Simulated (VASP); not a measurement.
## LiAgF₂ (space group R-3m): computed properties

These are LDA (Ceperley-Alder, Perdew-Zunger), VASP's LDA PAW potentials (set 64) (plane waves; VASP) values and carry that method's errors.

space group: R-3m (166)
cell: a = 2.871 Å, b = 2.871 Å, c = 18.351 Å, α = 90.00°, β = 90.00°, γ = 120.00°
volume per atom: 10.92 Å^3/atom
band gap (over mesh and band path): 1.78 eV
smallest direct gap (over mesh and band path): 3.17 eV
band-edge character without spin-orbit coupling: indirect, F to Γ
band gap with spin-orbit coupling: 1.77 eV
density: 5.81 g/cm³
mean ε∞ (independent particles): 4.62

```cif
data_Ag3F6Li3
_chemical_formula_sum 'Li3 Ag3 F6'
_space_group_name_H-M_alt 'R-3m :H'
_space_group_IT_number 166
_space_group_name_Hall '-R 3 2"'
_cell_length_a 2.87129
_cell_length_b 2.87129
_cell_length_c 18.35096
_cell_angle_alpha 90.000
_cell_angle_beta 90.000
_cell_angle_gamma 120.000
loop_
_atom_site_label
_atom_site_type_symbol
_atom_site_symmetry_multiplicity
_atom_site_Wyckoff_symbol
_atom_site_fract_x
_atom_site_fract_y
_atom_site_fract_z
_atom_site_occupancy
Li1 Li 3 b 0.00000 0.00000 0.50000 1
Ag1 Ag 3 a 0.00000 0.00000 0.00000 1
F1 F 6 c 0.00000 0.00000 0.11034 1
```
(The calculation used a cell of 4 atoms; values per cell refer to that cell.)

The structure comes from a computed database's LiAgF2 entry (R-3m); how it stands against other phases isn't given here. It was relaxed first, which changed the volume by -15 %. Symmetry was kept, so distortions that lower it aren't found.
